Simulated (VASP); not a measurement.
The input files of a VASP run:

### KPOINTS
```
Automatic mesh
0
Gamma
10 10 10
0 0 0
```

File POSCAR:
```
BeS
1
    0.0000000000     2.4389142061     2.4389142061
    2.4389142061    -0.0000000000     2.4389142061
    2.4389142061     2.4389142061    -0.0000000000
Be S
1 1
Direct
  0.0000000000   1.0000000000   0.0000000000
  0.2500000000   0.2500000000   0.2500000000
```

**INCAR**
```
ISIF = 2   ! forces and stress, cell fixed
LASPH = .TRUE.
LORBIT = 11   ! lm-projected
LWAVE = .FALSE.
ENCUT = 520   ! plane-wave cut-off (eV)
PREC = Accurate
ISMEAR = -5
GGA = PE   ! PBE
NEDOS = 601   ! DOS grid
NELM = 100   ! most electronic steps
ALGO = Normal   ! blocked Davidson
LREAL = .FALSE.   ! projection in real space or not
EDIFF = 1E-7   ! SCF stop (eV)
SYSTEM = BeS
LCHARG = .TRUE.
```

POTCAR, in this order: Be S (PBE.64 set). Program: vasp_std.

Task: Translate this PBE calculation to Quantum ESPRESSO's pw.x.

Result: One equivalent input (not run):
```
&CONTROL
  calculation = 'scf'
  pseudo_dir = './pseudo'
  outdir = './out'
  tprnfor = .true.
  tstress = .true.
/
&SYSTEM
  ibrav = 0
  nat = 2
  ntyp = 2
  ecutwfc = 88
  occupations = 'tetrahedra'
  input_dft = 'pbe'
/
&ELECTRONS
  conv_thr = 7.3e-09
  electron_maxstep = 100
/
ATOMIC_SPECIES
  Be 9.012 Be.upf
  S 32.060 S.upf
CELL_PARAMETERS angstrom
     0.0000000    2.4389142    2.4389142
     2.4389142   -0.0000000    2.4389142
     2.4389142    2.4389142   -0.0000000
ATOMIC_POSITIONS crystal
  Be   0.0000000  1.0000000  0.0000000
  S    0.2500000  0.2500000  0.2500000
K_POINTS automatic
  10 10 10 0 0 0
```
Limits of the translation: the potentials are each code's own (VASP's PAW set, PseudoDojo norm-conserving files in pw.x), so ENCUT and ecutwfc are chosen apart and not converted; conv_thr bounds pw.x's estimated SCF error, while EDIFF bounds the energy change between steps.

The compound is BeS in the zinc blende structure. It was relaxed first.
